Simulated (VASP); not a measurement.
Given:

```xyz
2
Lattice="2.9750 0.0000 0.0000 0.0000 2.9750 0.0000 0.0000 0.0000 2.9750" Properties=species:S:1:pos:R:3 pbc="T T T"
Al     1.4875     1.4875     1.4875
Ru     0.0000     0.0000     0.0000
```

Method: PBEsol GGA, VASP's PBE PAW potentials (set 64) (plane waves; VASP). Settings: 400 eV cut-off, 11×11×11 Γ-centred mesh, first-order Methfessel-Paxton smearing of 0.10 eV, potentials Al Ru_pv.

**Question.** Predict the energy per atom (σ→0), band gap (on the k-mesh) with the smallest direct gap where there is one.

**Answer.** 
| Item | Result |
|---|---|
| band gap (on the k-mesh) | none (metal, semimetal or under 0.01 eV) |
| energy per atom (σ→0) | -7755 meV/atom |

Total energies compare only between runs with the same potentials, cut-off and functional.

The compound is RuAl in the CsCl type structure. It was relaxed first. The start is the result of an earlier pass. The electron count is odd and the run is not spin-polarised, which forces a metal.
